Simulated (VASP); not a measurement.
Given:

```
CELL_PARAMETERS angstrom
      0.00000     1.79422     1.79422
      1.79422     0.00000     1.79422
      1.79422     1.79422     0.00000
ATOMIC_POSITIONS crystal
  B  0.00000 0.00000 0.00000
  N  0.25000 0.25000 0.25000
```

Level of theory: TPSS meta-GGA, VASP's PBE PAW potentials (set 64) (plane waves; VASP). Settings: 520 eV cut-off, 12×12×12 Γ-centred mesh, Gaussian smearing of 0.050 eV, potentials B N.

**Question.** Predict the energy per atom (σ→0), pressure, band gap (on the k-mesh) with the smallest direct gap where there is one.

**Answer.** 
```json
{
  "band gap (on the k-mesh)": "4.48 eV",
  "smallest direct gap (on the k-mesh)": "9.36 eV",
  "energy per atom (σ→0)": "-10.236 eV/atom",
  "pressure": "12.12 GPa"
}
```

Only differences to runs with the same potentials and settings are physical.

The compound is BN in the zinc blende structure. This cell is one point of a volume scan, at 0.97 of the reference volume.
